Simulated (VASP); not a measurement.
The input files of a VASP run:

KPOINTS:
```
Automatic
0
gamma
  6 6 12
0 0 0
```

### INCAR
```
# general
SYSTEM  = Ag3Ir
PREC    = Accurate
ENCUT   = 400
LREAL   = F
LASPH   = T   # aspherical one-centre terms

# electronic loop
EDIFF   = 1E-6   # SCF stop (eV)
NELM    = 100   # most electronic steps
ALGO    = Normal   # blocked Davidson
LMAXMIX = 6   # l cut-off of mixed one-centre charges

# smearing
ISMEAR  = 1   # Methfessel-Paxton
SIGMA   = 0.1   # width (eV)

# functional
GGA     = PS

# ions
IBRION  = 2   # conjugate gradients
NSW     = 60
ISIF    = 3
EDIFFG  = -0.02

# output
LWAVE   = F
LCHARG  = F
```

### POSCAR
```
Ag3Ir
1.0
 -0.0994340896   3.9410578083   4.0638704711
  3.9410578083  -0.0994340896   4.0638704711
  1.9208118594   1.9208118594   0.0000000000
Ir Ag
1 3
Direct
  0.0000000000   0.0000000000   0.0000000000
  1.0000000000   0.5000000000   0.0000000000
  0.5000000000   1.0000000000   1.0000000000
  0.5000000000   0.5000000000   0.0000000000
```

POTCAR, in this order: Ir Ag (PBE.64 set). Program: vasp_std.

### Question
Write an equivalent input for Quantum ESPRESSO's pw.x.

### Answer
One equivalent input (not run):
```
&CONTROL
  calculation = 'vc-relax'
  pseudo_dir = './pseudo'
  outdir = './out'
  tprnfor = .true.
  tstress = .true.
  nstep = 60
  forc_conv_thr = 0.00078
/
&SYSTEM
  ibrav = 0
  nat = 4
  ntyp = 2
  ecutwfc = 82
  occupations = 'smearing'
  smearing = 'methfessel-paxton'
  degauss = 0.00735
  input_dft = 'pbesol'
/
&ELECTRONS
  conv_thr = 7.3e-08
  electron_maxstep = 100
/
&IONS
/
&CELL
/
ATOMIC_SPECIES
  Ir 192.217 Ir.upf
  Ag 107.868 Ag.upf
CELL_PARAMETERS angstrom
    -0.0994341    3.9410578    4.0638705
     3.9410578   -0.0994341    4.0638705
     1.9208119    1.9208119   -0.0000000
ATOMIC_POSITIONS crystal
  Ir   0.0000000  0.0000000  0.0000000
  Ag   1.0000000  0.5000000  0.0000000
  Ag   0.5000000  1.0000000  1.0000000
  Ag   0.5000000  0.5000000  0.0000000
K_POINTS automatic
  6 6 12 0 0 0
```
The two are equivalent in intent, not identical: the potentials are each code's own (VASP's PAW set, PseudoDojo norm-conserving files in pw.x), so ENCUT and ecutwfc are chosen apart and not converted; conv_thr bounds pw.x's estimated SCF error, while EDIFF bounds the energy change between steps; forc_conv_thr acts on force components and is met together with etot_conv_thr.

The structure was generated: Ag3Ir was put into an ordered model structure (Cmmm), which need not be its known phase. This run relaxes it. Symmetry was kept, so distortions that lower it aren't found. The start is the result of an earlier pass.
